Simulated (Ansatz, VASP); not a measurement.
## Cross-check of GaN between VASP and Ansatz

Wanted: the spread between two codes on one cell, functional and k mesh. The cell is taken from a series of runs on this material, whose earlier steps may have relaxed, scaled, displaced or heated it; both programs get it as it stands.

Main program and level: Ansatz 0.2.0; plane waves, with VASP 6.6.1 beside it; single point at LDA, spin-orbit coupling.

## Step 1: Starting point

Symmetry: F-43m, No. 216, cubic system. The conventional cell has a = 4.507 Å, b = 4.507 Å, c = 4.507 Å, α = 90.00°, β = 90.00°, γ = 90.00°. Nearest to Ga lie 4 N at 1.95 Å. Nearest to N lie 4 Ga at 1.95 Å. Farther neighbours and most contacts between anions are not listed.

Structure file:

```cif
data_structure
_symmetry_space_group_name_H-M 'F-43m'
_symmetry_Int_Tables_number 216
_cell_length_a 4.5070
_cell_length_b 4.5070
_cell_length_c 4.5070
_cell_angle_alpha 90.000
_cell_angle_beta 90.000
_cell_angle_gamma 90.000
_cell_volume 91.55
loop_
_atom_site_label
_atom_site_type_symbol
_atom_site_symmetry_multiplicity
_atom_site_Wyckoff_symbol
_atom_site_fract_x
_atom_site_fract_y
_atom_site_fract_z
_atom_site_occupancy
Ga1 Ga 4 a 0.00000 0.00000 0.00000 1
N1 N 4 c 0.25000 0.25000 0.25000 1
```

## Step 2: Ansatz: single point, LDA, spin-orbit coupling

Ansatz runs on its fully relativistic PAW (standard-fr) files.

A single point gives forces, pressure and levels at one fixed geometry, so differences don't come from the geometry; what else differs is listed under the comparison.

The input, input.yaml:

```yaml
crystal:
  lattice:
    - [0.0, 2.2535006075, 2.2535006075]
    - [2.2535006075, 0.0, 2.2535006075]
    - [2.2535006075, 2.2535006075, 0.0]
  atoms:
    - { symbol: Ga, position: [0.0, 0.0, 0.0] }
    - { symbol: "N", position: [0.75, 0.75, 0.75] }
kpoints:
  mp_grid: { grid: [8, 8, 8] }
  band_path:
    path:
      - [0.0, 0.0, 0.0]
      - [-0.5, -0.5, 0.0]
      - [-0.375, -0.375, 0.25]
      - [-0.375, 0.0, 0.375]
      - [0.0, 0.0, 0.5]
      - [-0.5, -0.25, 0.25]
    npoints: 1
hamiltonian:
  xc: lda
scf:
  occupations: { method: fermi_dirac, width: 0.02 }
  n_extra_bands: 8
magnetization:
  noncollinear: true
  spin_orbit: true
output:
  eigenvalues: true
  write_density: true
  write_potential: true
  elf: true
  volumetric_format: npy
```

The run is started by

```bash
$ ansatz run input.yaml --threads 3 --pin off --max-ram 92160MiB --backend cuda --events-out ev --progress --plain --runs-dir out --devices 1 --max-vram 13GiB
```

Numbers of over 12 decimals in the logs are rounded to 6 here.

Log:

```text
scf.n_extra_bands = 8 over 18 filled bands (N_el = 18.0): the run solves 26 bands
GPUs: using 1 of 1 available (devices: 1).
Engine: ansatz 0.2.0, x86_64-unknown-linux-gnu
Pseudopotentials: kind: paw_fr
Pseudopotential: Ga, paw_fr, valence charge 13, recommended cutoff 420 eV (normal), Ga.paw.azcp#standard-fr
Pseudopotential: N, paw_fr, valence charge 5, recommended cutoff 420 eV (normal), N.paw.azcp#standard-fr
Functional definition: SPW92
  exchange = slater_x
  correlation = pw_c
non-collinear run that drives no moment, with spin-orbit: no starting moment large enough to seed its density (crystal.atoms[].spin), no starting occupations that ask for one, no magnetisation constraint and no magnetic field, so the semilocal B_xc is pinned to zero
device memory: the entry about to start is reckoned to put 1.7 GiB on a device that reports 35.6 GiB free (of which the cap on the GPU budget leaves the run 13.0 GiB)
GPU FFT provider: cuFFT
GPU libraries: cuBLAS 13.8.2, cuFFT 12.4.0, cuSOLVER 12.3.4
Crystal: 2 atoms, lattice volume = 22.888 Å³
Basis set: ecut = 420 eV, 459 PW (Γ)
Bands: 26, of which v1, the nominal top of the filled ones, is band 18 counted from 1 (17 counted from 0)
Symmetry: 24 space group operations + 24 with time reversal
Magnetic group: BNS 216.75 (UNI 1577), of the structure as read, at distance tolerance 2.8e-5 Å
k-points: 29 of 512 (time reversal used)
Projection manifold: j_resolved (fully-relativistic pseudo-atomic orbitals)
Non-local potential: Ga, projectors of the file, l = 0: 2, l = 1: 4, l = 2: 6, l = 3: 2
Non-local potential: N, projectors of the file, l = 0: 2, l = 1: 4, l = 2: 2
PAW form: soft (Blöchl's): semilocal exchange-correlation on the pseudo side does not see the compensation charge
PAW frozen core: Ga, regenerated for the run's functional, and the local potential with it (the file was generated under x = pbe(κ = 0.804, μ = 0.219515), c = pbe(β = 0.066725))
PAW frozen core: N, regenerated for the run's functional, and the local potential with it (the file was generated under x = pbe(κ = 0.804, μ = 0.219515), c = pbe(β = 0.066725))
PAW one-centre angular grid: Ga, 590 points (default); XC on 64 Gauss nodes
PAW one-centre angular grid: N, 110 points (default); XC on 64 Gauss nodes
Initial density: superposition of atomic densities (chi_scale 0.1, normalization cell, long waves kept (reshape's long-wave potential 0.00 eV rms))
Initial wavefunctions: pseudopotential atomic-orbital guess
GPU buffer pool allocated for 13824 grid points (all kernels)
GPU transforms: local potential and band sums: pruned to the plane-wave sphere, on 24×24×24
Functional: x = slater, c = lda
SCF iter   1: F=—  HF=-4082.735116 eV  |F-HF|=—  |Δ(HF+E_count)|=         —  Δρ=9.41e-2  dr2=1.97e0  dr2_m=0.00e0 (ungated)  ethr=3.10e-3  |M|=0.00e0 ∫|m|=0.00e0 μB  |m|>n=0.0e0 m-floor=0.0e0 τ_xc=0.0e0  β_m=0.30  ⟨swp⟩=6.5  Hψ=4010  notcnv=0
preconditioner: auto → none  [insulator: Δε(μ)=2.566 eV  Ē_g=19.054 eV  σ=0.020 eV  W_gap=1.00  n_scr=8 (ndim 8)  ℏωp=32.9 eV  f_vac=0.000  D(μ)=0.00/eV (n_scr^D=0)  ε∞_Penn≈4.0]
SCF iter   2: F=—  HF=-4082.206373 eV  |F-HF|=—  |Δ(HF+E_count)|=   5.29e-1  Δρ=4.30e-2  dr2=2.16e-1  dr2_m=0.00e0 (ungated)  ethr=3.10e-3  |M|=0.00e0 ∫|m|=0.00e0 μB  |m|>n=0.0e0 m-floor=0.0e0 τ_xc=0.0e0  β_m=0.35  ⟨swp⟩=2.1  Hψ=1298  notcnv=0  defer=110
SCF iter   3: F=—  HF=-4082.154663 eV  |F-HF|=—  |Δ(HF+E_count)|=   5.17e-2  Δρ=2.18e-2  dr2=4.80e-2  dr2_m=0.00e0 (ungated)  ethr=1.20e-3  |M|=0.00e0 ∫|m|=0.00e0 μB  |m|>n=0.0e0 m-floor=0.0e0 τ_xc=0.0e0  β_m=0.52  ⟨swp⟩=2.0  Hψ=766  notcnv=0  defer=110
SCF iter   4: F=—  HF=-4082.141173 eV  |F-HF|=—  |Δ(HF+E_count)|=   1.35e-2  Δρ=3.63e-3  dr2=1.37e-3  dr2_m=0.00e0 (ungated)  ethr=2.67e-4  |M|=0.00e0 ∫|m|=0.00e0 μB  |m|>n=0.0e0 m-floor=0.0e0 τ_xc=0.0e0  β_m=0.47  ⟨swp⟩=2.9  Hψ=1167  notcnv=0  defer=110
SCF iter   5: F=—  HF=-4082.140477 eV  |F-HF|=—  |Δ(HF+E_count)|=   6.96e-4  Δρ=5.48e-4  dr2=2.52e-5  dr2_m=0.00e0 (ungated)  ethr=7.60e-6  |M|=0.00e0 ∫|m|=0.00e0 μB  |m|>n=0.0e0 m-floor=0.0e0 τ_xc=0.0e0  β_m=0.71  ⟨swp⟩=2.0  Hψ=1272  notcnv=0  defer=110
SCF iter   6: F=—  HF=-4082.140513 eV  |F-HF|=—  |Δ(HF+E_count)|=   3.62e-5  Δρ=5.53e-5  dr2=2.69e-7  dr2_m=0.00e0 (ungated)  ethr=1.40e-7  |M|=0.00e0 ∫|m|=0.00e0 μB  |m|>n=0.0e0 m-floor=0.0e0 τ_xc=0.0e0  β_m=0.76  ⟨swp⟩=1.3  Hψ=801  notcnv=0  defer=110
SCF iter   7: F=-4082.140513 eV  HF=-4082.140513 eV  |F-HF|=8.54e-10  |Δ(HF+E_count)|=   7.22e-8  Δρ=5.73e-6  dr2=2.23e-9  dr2_m=0.00e0 (ungated)  ethr=5.56e-10  |M|=0.00e0 ∫|m|=0.00e0 μB  |m|>n=0.0e0 m-floor=0.0e0 τ_xc=0.0e0  ⟨swp⟩=7.3  Hψ=2835  notcnv=0
SCF 1 converged in 7 iterations: F = -4082.140513 eV  dr2 = 2.23e-9
  greatest PAW one-centre occupation: 0.995 electrons in one spin orbital (limit 2), on the Ga atom at site 0 (counted from 0), in its partial waves of l = 2
device memory: the entry about to start is reckoned to put 1.0 GiB on a device that reports 40.3 GiB free (of which the cap on the GPU budget leaves the run 13.0 GiB)
NSCF: frozen V_eff on 6 k-points
SCF converged after 7 iterations
Magnetization: |M| = 0.0000 μB,  M = (+0.0000, +0.0000, +0.0000) μB
Absolute magnetization: 0.0000 μB (∫|m|)
  site 0: m = (+0.0000, +0.0000, +0.0000) μB, |m| = 0.0000 μB  (R = 0.81 Å)
  site 1: m = (+0.0000, +0.0000, +0.0000) μB, |m| = 0.0000 μB  (R = 0.81 Å)
Free energy (F): -4082.140513 eV
Harris-Foulkes:  -4082.140513 eV  (|F-HF|=8.54e-10)
Internal energy: -4082.140513 eV  (E = F + TS)
E sigma→0 (E₀):  -4082.140513 eV
Fermi energy:    10.157664 eV
--- Per-component energies (eV) ---
  E_band       = -13.120881
  E_kinetic    = 246.508982
  E_local      = -1953.217640  (includes V_loc(G=0)·N_el)
  E_nonlocal   = 477.607461
  E_hartree    = 895.520348
  E_xc         = -127.678390
  E_vxc        = -133.995463  (∫ρ·V_xc dr)
  E_paw        = -2035.260405  (= ΣΔE_a)
  E_vpaw       = -441.065437  (= ΣTr[D̂ρ^β])
  E_aug_tail   = 0.000121  (compensation charges beyond the density's cutoff)
  E_ewald      = -1587.434954
  E_core_change = 1.813964  (= ΣΔE_core)
  E_smearing   = -0.000000  (= −TS)
  E_closure    = -0.000000  (closes the sum)
  Σ components = -4082.140513   (vs F -4082.140513, Δ=0.00e0)
--- Band table (eV; the first three rows and the last of 29) ---
  k-point 0: bands = [... 14 lower, 9.2844, 9.2844, 9.2844, 9.2844, 11.0125, 11.0125, 19.1730, 19.1730, ... 4 higher]
  k-point 1: bands = [... 14 lower, 9.1101, 9.1101, 9.1183, 9.1265, 12.1381, 12.1381, 18.6694, 18.6694, ... 4 higher]
  k-point 2: bands = [... 14 lower, 8.7425, 8.7425, 8.7566, 8.7677, 13.2874, 13.2874, 17.8874, 17.8874, ... 4 higher]
  k-point 28: bands = [... 14 lower, 5.5169, 5.5353, 5.5883, 5.6248, 15.3965, 15.4046, 17.4986, 17.5093, ... 4 higher]
```

## Step 3: VASP: single point, LDA, spin-orbit coupling

The same cell, functional (in two slightly different forms), mesh and smearing now go to VASP, with its own data sets.

Lines of VASP's logs that name or quote its potential files are left out, and so is its time.

The input, INCAR:

```
SYSTEM = GaN
PREC = Accurate
ENCUT = 520
EDIFF = 1E-06
NELM = 200
ISMEAR = -1
SIGMA = 0.02
LREAL = .FALSE.
ALGO = Normal
GGA = PW92
LNONCOLLINEAR = .TRUE.
MAGMOM = 0 0 0 0 0 0
NBANDS = 30
GGA_COMPAT = .FALSE.
LASPH = .TRUE.
LSORBIT = .TRUE.
LORBIT = 11
LWAVE = .FALSE.
LCHARG = .FALSE.
ISIF = 2
EFERMI = MIDGAP
```

The input, POSCAR:

```
GaN
1.0
    0.0000000000      2.2535006075      2.2535006075
    2.2535006075      0.0000000000      2.2535006075
    2.2535006075      2.2535006075      0.0000000000
Ga N
1 1
Direct
    0.0000000000      0.0000000000      0.0000000000
    0.7500000000      0.7500000000      0.7500000000
```

The input, KPOINTS:

```
Automatic mesh
0
Gamma
8 8 8
0 0 0
```

The projector-augmented-wave data sets are Ga_d and N (LDA family, release 64).

The run is started by

```bash
$ mpirun -np 1 vasp_ncl
```

Log:

```text
[banner, memory and clock lines left out]
running    1 mpi-ranks, on    1 nodes
 distrk:  each k-point on    1 cores,    1 groups
 distr:  one band on    1 cores,    1 groups

 POSCAR found type information on POSCAR GaN
 POSCAR found :  2 types and       2 ions
|                                                                             |
|               ----> ADVICE to this user running VASP <----                  |
|                                                                             |
|     You enforced a specific xc type in the INCAR file but a different       |
|     [... a line on the potential file left out ...]
|     I HOPE YOU KNOW WHAT YOU ARE DOING!                                     |
|                                                                             |

 LDA part: xc-table for (Slater(with rela. corr.)+PW92), standard interpolation
 POSCAR, INCAR and KPOINTS ok, starting setup
 FFT: planning ... GRIDC
 FFT: planning ... GRID_SOFT
 FFT: planning ... GRID
 WAVECAR not read
 entering main loop
       N       E                     dE             d eps       ncg     rms          rms(c)
DAV:   1     0.140126647019E+03    0.14013E+03   -0.84954E+03  3160   0.218E+03
DAV:   2     0.347860031674E+01   -0.13665E+03   -0.12609E+03  2632   0.488E+02
DAV:   3    -0.153773147487E+02   -0.18856E+02   -0.18513E+02  3000   0.130E+02
DAV:   4    -0.159568129462E+02   -0.57950E+00   -0.57849E+00  2918   0.250E+01
DAV:   5    -0.159661755383E+02   -0.93626E-02   -0.93619E-02  3028   0.325E+00    0.750E+00
DAV:   6    -0.139760577462E+02    0.19901E+01   -0.36944E+00  4144   0.430E+01    0.244E+00
DAV:   7    -0.139739213768E+02    0.21364E-02   -0.47837E-01  2864   0.735E+00    0.174E+00
DAV:   8    -0.139558063871E+02    0.18115E-01   -0.11230E-01  3562   0.368E+00    0.109E+00
DAV:   9    -0.139449152217E+02    0.10891E-01   -0.25078E-02  3974   0.317E+00    0.270E-01
DAV:  10    -0.139453538205E+02   -0.43860E-03   -0.28500E-03  3590   0.770E-01    0.136E-01
DAV:  11    -0.139452422261E+02    0.11159E-03   -0.39413E-04  3932   0.564E-01    0.562E-02
DAV:  12    -0.139452482061E+02   -0.59799E-05   -0.79352E-05  2862   0.710E-02    0.510E-02
DAV:  13    -0.139452513546E+02   -0.31485E-05   -0.16342E-06  3090   0.124E-02    0.658E-02
DAV:  14    -0.139452446154E+02    0.67392E-05   -0.19356E-05  3204   0.407E-02    0.586E-03
DAV:  15    -0.139452445533E+02    0.62104E-07   -0.10450E-06  2480   0.911E-03
   1 F= -.13945245E+02 E0= -.13945245E+02  d E =-.374458E-21  mag=     0.0000    -0.0000    -0.0000
```

From OUTCAR (step 3):

```text
ion  position               nearest neighbor table
   1  0.000  0.000  0.000-   2 1.95   2 1.95   2 1.95   2 1.95
   2  0.750  0.750  0.750-   1 1.95   1 1.95   1 1.95   1 1.95

  LATTYP: Found a face centered cubic cell.
 ALAT       =     4.5070012150

 Subroutine GETGRP returns: Found 24 space group operations
 (whereof 24 operations were pure point group operations)

The static configuration has the point symmetry T_d .

 Found     43 irreducible k-points:

   k-points           NKPTS =     43   k-points in BZ     NKDIM =     43   number of bands    NBANDS=     30

   dimension x,y,z NGX =    24 NGY =   24 NGZ =   24
   dimension x,y,z NGXF=    48 NGYF=   48 NGZF=   48

   ENCUT  =  520.0 eV  38.22 Ry    6.18 a.u.   5.93  5.93  5.93*2*pi/ulx,y,z

   NELECT =      18.0000    total number of electrons

 k-points in reciprocal lattice and weights: Automatic mesh
   0.00000000  0.00000000  0.00000000       0.002
   0.12500000  0.00000000  0.00000000       0.008
  -0.12500000  0.00000000  0.00000000       0.008
   0.25000000  0.00000000  0.00000000       0.008
  -0.25000000  0.00000000  0.00000000       0.008
   0.37500000  0.00000000  0.00000000       0.008
  -0.37500000  0.00000000  0.00000000       0.008
   0.50000000  0.00000000  0.00000000       0.008
   0.12500000  0.12500000  0.00000000       0.012
[...]
-0.37500000  0.50000000  0.12500000       0.023
  -0.25000000  0.50000000  0.25000000       0.012

 average (electrostatic) potential at core
       1 -64.7651       2 -62.0105

 E-fermi :   5.9071

 k-point     1 :       0.0000    0.0000    0.0000
  band No.  band energies     occupation
    ...
     14       5.0217      1.00000
     15       5.0340      1.00000
     16       5.0340      1.00000
     17       5.0340      1.00000
     18       5.0340      1.00000
     19       6.7802      0.00000
     20       6.7802      0.00000
     21      14.9144      0.00000
     22      14.9144      0.00000
     23      15.2569      0.00000
    ...

 k-point     2 :       0.1250    0.0000    0.0000
  band No.  band energies     occupation
    ...
     14       3.5116      1.00000
     15       4.8598      1.00000
     16       4.8598      1.00000
     17       4.8673      1.00000
     18       4.8755      1.00000
     19       7.9014      0.00000
     20       7.9014      0.00000
     21      14.4187      0.00000
     22      14.4187      0.00000
     23      15.2897      0.00000
    ...

 k-point     3 :      -0.1250    0.0000    0.0000
  band No.  band energies     occupation
    ...
     14       3.5116      1.00000
     15       4.8598      1.00000
     16       4.8598      1.00000
     17       4.8673      1.00000
     18       4.8755      1.00000
     19       7.9014      0.00000
     20       7.9014      0.00000
     21      14.4187      0.00000
     22      14.4187      0.00000
     23      15.2897      0.00000
    ...

  Total       -0.8191465     -0.8191465     -0.8191465     -0.0000000      0.0000000      0.0000000
  in kB      -57.3415126    -57.3415126    -57.3415126     -0.0000000      0.0000000      0.0000000
  external PRESSURE =     -57.3415126 kB  Pullay stress =       0.0000000 kB

  energy-cutoff  :      520.00
  volume of cell :       22.89
      direct lattice vectors                 reciprocal lattice vectors
     0.000000000  2.253500607  2.253500607    -0.221877020  0.221877020  0.221877020
     2.253500607  0.000000000  2.253500607     0.221877020 -0.221877020  0.221877020
     2.253500607  2.253500607  0.000000000     0.221877020  0.221877020 -0.221877020

 POSITION                                       TOTAL-FORCE (eV/Angst)
 -----------------------------------------------------------------------------------
      0.00000      0.00000      0.00000        -0.000000     -0.000000      0.000000
      3.38025      3.38025      3.38025         0.000000      0.000000     -0.000000
 -----------------------------------------------------------------------------------
    total drift:                               -0.000002     -0.000002     -0.000002

  FREE ENERGIE OF THE ION-ELECTRON SYSTEM (eV)
  ---------------------------------------------------
  free  energy   TOTEN  =       -13.9452445533 eV

  energy  without entropy=      -13.9452445533  energy(sigma->0) =      -13.94524455

 Spin-Orbit-Coupling matrix elements
 Ion:    1  E_soc:     -0.0112578
 Ion:    2  E_soc:     -0.0001002

 total charge
# of ion       s       p       d       tot
------------------------------------------
    1        0.799   0.910  10.176  11.884
    2        1.210   2.485   0.000   3.694
--------------------------------------------------
tot          2.009   3.394  10.176  15.579

 magnetization (x)
# of ion       s       p       d       tot
------------------------------------------
    1       -0.000  -0.000   0.000  -0.000
    2       -0.000  -0.000   0.000  -0.000
--------------------------------------------------
tot         -0.000  -0.000   0.000  -0.000

 magnetization (y)
# of ion       s       p       d       tot
------------------------------------------
    1        0.000   0.000   0.000   0.000
    2        0.000  -0.000   0.000  -0.000
--------------------------------------------------
tot          0.000  -0.000   0.000  -0.000

 magnetization (z)
# of ion       s       p       d       tot
------------------------------------------
    1        0.000  -0.000  -0.000  -0.000
    2       -0.000   0.000   0.000   0.000
--------------------------------------------------
tot         -0.000   0.000  -0.000   0.000

[... 3 further parts left out ...]
```

The run ends at a pressure of -5.73 GPa.

## Step 4: Differences

Known differences besides the potentials themselves: spin-orbit coupling enters by fully relativistic files in Ansatz and inside the spheres in VASP; the cutoff is 420 eV in Ansatz and 520 eV in VASP; VASP's log shows a relativistic correction to its local exchange, Ansatz's none. Total energies have different zeros and are not compared.

Compared:

```csv
quantity,Ansatz,VASP,difference
gap on the k mesh (eV),1.728,1.746,-0.018
```

A gap on the mesh is an upper bound, since the band edges may lie between its points.

## Step 5: What came out

```
difference in gap on the k mesh (single point, LDA, spin-orbit coupling) : -0.018 eV
```

The difference in gap on the k mesh is -0.018 eV (single point, LDA, spin-orbit coupling), within the 0.08 eV picked in this series as the mark of a large difference. How closely two codes agree says nothing of how well the functional describes the real material.

[Lines on the potential files, build, host, timing and source positions are cut from VASP's logs without a mark.]

[Logs are printed without paths, hosts, clocks, repeated set-up lines and the standing remarks that a program may print on its own settings, such as how far it seeks lower states.]

[Hosts, paths, dates, database ids (printed as entryN), source tags and the programs' standing remarks are cut or masked in the printed files.]
